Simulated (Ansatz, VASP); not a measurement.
## CsLiCr2Te2S3: VASP beside Ansatz

Contents of INCAR:

```
SYSTEM = CsLiCr2Te2S3
PREC = Accurate ; ENCUT = 520
EDIFF = 1E-7 ; ISMEAR = -1
SIGMA = 0.05 ; LREAL = .False.
LASPH = .True. ; NELM = 150
ALGO = Normal ; ISIF = 2
LWAVE = .False. ; LCHARG = .False.
ISPIN = 2 ; MAGMOM = 0 0 3 3 0 0 0 0 0
LORBIT = 11 ; LMAXMIX = 4
GGA = PE ; NBANDS = 47
KPAR = 4
```

The input KPOINTS:

```
regular mesh
0
Gamma
  5 5 4
  0 0 0
```

The input POSCAR:

```
CsLiCr2Te2S3
1.0
    3.4887276255     -5.2822979530      0.0079937645
    3.4887276255      5.2822979530      0.0079937645
   -2.9610677937      0.0000000000      7.5766715105
Cs Li Cr Te S
1 1 2 2 3
Direct
    0.0937400000      0.0937400000      0.0085300000
    0.5887500000      0.5887500000      0.5533600000
    0.0564600000      0.4675500000      0.5579000000
    0.4675500000      0.0564600000      0.5579000000
    0.5648600000      0.8735700000      0.2903500000
    0.8735700000      0.5648600000      0.2903500000
    0.8115100000      0.3969700000      0.7334700000
    0.3969700000      0.8115100000      0.7334700000
    0.2140400000      0.2140400000      0.4837100000
```

The input input.yaml:

```yaml
crystal:
  lattice:
    - [3.4887276255, -5.282297953, 0.0079937645]
    - [3.4887276255, 5.282297953, 0.0079937645]
    - [-2.9610677937, 0.0, 7.5766715105]
  atoms:
    - { symbol: Cs, position: [0.09374, 0.09374, 0.00853] }
    - { symbol: Li, position: [0.58875, 0.58875, 0.55336] }
    - { symbol: Cr, position: [0.05646, 0.46755, 0.5579], spin: 3.0 }
    - { symbol: Cr, position: [0.46755, 0.05646, 0.5579], spin: 3.0 }
    - { symbol: Te, position: [0.56486, 0.87357, 0.29035] }
    - { symbol: Te, position: [0.87357, 0.56486, 0.29035] }
    - { symbol: S, position: [0.81151, 0.39697, 0.73347] }
    - { symbol: S, position: [0.39697, 0.81151, 0.73347] }
    - { symbol: S, position: [0.21404, 0.21404, 0.48371] }
hamiltonian:
  xc: pbe
  pseudopotentials: { kind: paw }
magnetization:
  spin_polarized: true
kpoints:
  mp_grid: { grid: [5, 5, 4] }
scf:
  occupations: { method: fermi_dirac, width: 0.05 }
output:
  forces: true
  stress: true
  eigenvalues: true
```

Change from the starting cell: volume scaled by 1.06.

Alike in both runs: task single point; functional PBE; k mesh 5 × 5 × 4; occupations fermi-dirac, width 0.05 eV; collinear spin, ferromagnetic start.

|  | VASP | Ansatz |
| --- | --- | --- |
| version | VASP 6.6.1 | Ansatz 0.2.0 |
| potentials or method | VASP PAW PBE potentials, release 64 (Cs_sv, Li_sv, Cr_pv, Te, S) | Ansatz PAW |
| plane-wave cutoff (eV) | 520 | 420 |
| valence electrons in the cell | 66 | 90 |

VASP gave:

* gap on the k mesh at the Fermi level (eV): none
* rms of the force components (eV/Å): 0.171
* net moment per atom (μB): 0.45
* size of the moment on the site where the two differ most (μB): 2.41

Problem. Estimate Ansatz's values.

Solution. gap on the k mesh at the Fermi level (eV): none; rms of the force components (eV/Å): 0.173; net moment per atom (μB): 0.45; size of the moment on the site where the two differ most (μB): 2.16.

Site moments also hang on the region over which each program counts them. Atom by atom the forces differ by 0.004 eV/Å (rms over components). A gap of «none» marks a metal or a gap that the smearing closes. The two sets of potentials don't hold the same shells in valence.

Caveats: only a ferromagnetic start was run, and an antiferromagnetic order may lie lower in energy. Spin-orbit coupling is left out, which matters for the levels of Cs, Te.
